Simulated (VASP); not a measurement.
Method: PBE GGA, VASP's PBE PAW potentials (set 64) (plane waves; VASP).

VASP ran on this input.

### KPOINTS
```
k-points along high-symmetry lines
10
Line-mode
Reciprocal
  0.000000   0.000000   0.000000 ! GAMMA
  0.500000   0.000000   0.000000 ! M

  0.500000   0.000000   0.000000 ! M
  0.333333   0.333333   0.000000 ! K

  0.333333   0.333333   0.000000 ! K
  0.000000   0.000000   0.000000 ! GAMMA

  0.000000   0.000000   0.000000 ! GAMMA
  0.000000   0.000000   0.500000 ! A

  0.000000   0.000000   0.500000 ! A
  0.500000   0.000000   0.500000 ! L

  0.500000   0.000000   0.500000 ! L
  0.333333   0.333333   0.500000 ! H

  0.333333   0.333333   0.500000 ! H
  0.000000   0.000000   0.500000 ! A

  0.500000   0.000000   0.500000 ! L
  0.500000   0.000000   0.000000 ! M

  0.333333   0.333333   0.500000 ! H
  0.333333   0.333333   0.000000 ! K
```

### INCAR
```
! general
SYSTEM =HfN
PREC   =Accurate
ENCUT  =520
LREAL  =.FALSE.
LASPH  =.TRUE.
ICHARG =11

! electronic loop
EDIFF  =1E-7
NELM   =100
ALGO   =Normal
LMAXMIX=6

! smearing
ISMEAR =0
SIGMA  =0.05

! functional
GGA    =PE

! output
LWAVE  =.FALSE.
LCHARG =.FALSE.
LORBIT =11
```

**POSCAR**
```
HfN
1
    3.4748648396    -0.0000000000     0.0000000000
   -1.7374324198     3.0093212664    -0.0000000000
    0.0000000000    -0.0000000000     5.6617551419
Hf N
2 2
Direct
  0.3333330000   0.6666670000   0.0000261709
  0.6666670000   0.3333330000   0.5000261709
  0.3333330000   0.6666670000   0.3749738291
  0.6666670000   0.3333330000   0.8749738291
```

POTCAR, in this order: Hf_pv N (PBE.64 set). Program: vasp_std. Read from the step before: CHGCAR.

The run wrote:

OUTCAR:
```
 ion  position               nearest neighbor table
   1  0.333  0.667  0.000-   3 2.12   4 2.13   4 2.13   4 2.13   2 3.47   2 3.47   2 3.47   2 3.47
                             2 3.47   2 3.47
   2  0.667  0.333  0.500-   4 2.12   3 2.13   3 2.13   3 2.13   1 3.47   1 3.47   1 3.47   1 3.47
                             1 3.47   1 3.47
   3  0.333  0.667  0.375-   1 2.12   2 2.13   2 2.13   2 2.13
   4  0.667  0.333  0.875-   2 2.12   1 2.13   1 2.13   1 2.13
  LATTYP: Found a hexagonal cell.
 ALAT       =     3.4748648396
 C/A-ratio  =     1.6293454287
 Subroutine PRICEL returns:
 Original cell was already a primitive cell.
 Subroutine GETGRP returns: Found 12 space group operations
The static configuration has the point symmetry C_3v.
 The point group associated with its full space group is C_6v.
The dynamic configuration has the point symmetry C_3v.
 Subroutine INISYM returns: Found 12 space group operations
   k-points           NKPTS =     90   k-points in BZ     NKDIM =     90   number of bands    NBANDS=     19
   number of dos      NEDOS =    301   number of ions     NIONS =      4
   total plane-waves  NPLWV =  32928
   dimension x,y,z NGX =    28 NGY =   28 NGZ =   42
   dimension x,y,z NGXF=    56 NGYF=   56 NGZF=   84
   ions per type =               2   2
   PREC   = accura    normal or accurate (medium, high low for compatibility)
   ISTART =      0    job   : 0-new  1-cont  2-samecut
...
```

### OSZICAR
```
       N       E                     dE             d eps       ncg     rms          rms(c)
DAV:   1     0.130010817840E+03    0.13001E+03   -0.17106E+04  3420   0.153E+03
DAV:   2    -0.338312436058E+02   -0.16384E+03   -0.15884E+03  4452   0.350E+02
DAV:   3    -0.416039964439E+02   -0.77728E+01   -0.75610E+01  4277   0.595E+01
DAV:   4    -0.417748605962E+02   -0.17086E+00   -0.16791E+00  4671   0.870E+00
DAV:   5    -0.417770499804E+02   -0.21894E-02   -0.21832E-02  4329   0.792E-01
DAV:   6    -0.417771013223E+02   -0.51342E-04   -0.51322E-04  4686   0.106E-01
DAV:   7    -0.417771026274E+02   -0.13051E-05   -0.13053E-05  4412   0.127E-02
DAV:   8    -0.417771026704E+02   -0.42992E-07   -0.42356E-07  4052   0.195E-03
   1 F= -.41777103E+02 E0= -.41774318E+02  d E =-.556839E-02
```

OUTCAR:
```
 val. band max:        6.0207902461   @ k =   0.5000   0.0000   0.0556

 cond. band min:       6.0265627351   @ k =   0.4074   0.1852   0.5000



 k-point     1 :       0.0000    0.0000    0.0000
  band No.  band energies     occupation
      1     -25.7512      2.00000
      2     -25.2936      2.00000
      3     -25.2935      2.00000
      4     -25.2797      2.00000
      5     -25.2295      2.00000
      6     -25.2295      2.00000
      7     -10.3790      2.00000
      8      -9.3015      2.00000
      9       0.0288      2.00000
     10       0.4220      2.00000
     11       0.4221      2.00000
     12       0.4447      2.00000
     13       1.0098      2.00000
     14       1.0098      2.00000
     15       5.1305      2.00000
     16       6.8037      0.00000
     17       6.8037      0.00000
     18       7.7697      0.00000
     19       9.1684      0.00000

 k-point     2 :       0.0556    0.0000    0.0000
  band No.  band energies     occupation
      1     -25.7471      2.00000
      2     -25.3041      2.00000
      3     -25.2966      2.00000
      4     -25.2815      2.00000
      5     -25.2413      2.00000
      6     -25.2312      2.00000
      7     -10.3462      2.00000
      8      -9.2848      2.00000
      9       0.0492      2.00000
     10       0.3410      2.00000
     11       0.4450      2.00000
     12       0.4746      2.00000
     13       0.9838      2.00000
     14       1.0413      2.00000
     15       5.2860      2.00000
     16       6.6585      0.00000
     17       6.7835      0.00000
     18       7.6172      0.00000
     19       9.2175      0.00000

 k-point     3 :       0.1111    0.0000    0.0000
  band No.  band energies     occupation
      1     -25.7351      2.00000
      2     -25.3344      2.00000
      3     -25.3053      2.00000
      4     -25.2868      2.00000
      5     -25.2749      2.00000
      6     -25.2363      2.00000
      7     -10.2524      2.00000
      8      -9.2383      2.00000
...
```

The density is held fixed in this step, so its total energy and stress have no physical meaning. Unless said otherwise, spin-orbit coupling is left out, though it shifts the bands of the heavy elements here.

The structure was generated: HfN was put into the wurtzite type (P6_3mc), which need not be its known phase. It was relaxed first, which changed the volume by -35 %.
